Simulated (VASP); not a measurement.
Data:

```xyz
4
Lattice="1.5618 -2.7051 0.0000 1.5618 2.7051 0.0000 0.0000 0.0000 5.1326" Properties=species:S:1:pos:R:3 pbc="T T T"
Si     1.5618    -0.9017     2.5648
Si     1.5618     0.9017     5.1311
C      1.5618    -0.9017     4.4925
C      1.5618     0.9017     1.9262
```

All values below come from vdW-DF2, VASP's PBE PAW potentials (set 64) (plane waves; VASP). Numerical set-up: 520 eV cut-off, 9×9×5 Γ-centred mesh, tetrahedra with Blöchl corrections, potentials Si C.

The cores are frozen, which limits the accuracy of field gradients.

### Question
Give the principal components of the electric field gradient (V/Å²) and the asymmetry η at each nucleus.

### Answer

```csv
atom,Vxx,Vyy,Vzz,η
Si1,-1.8,-1.8,3.6,0.00
Si2,-1.8,-1.8,3.6,0.00
C3,-1.0,-1.0,2.0,0.00
C4,-1.0,-1.0,2.0,0.00
```

The compound is SiC in the wurtzite structure, the rare 2H polytype. It was relaxed first.
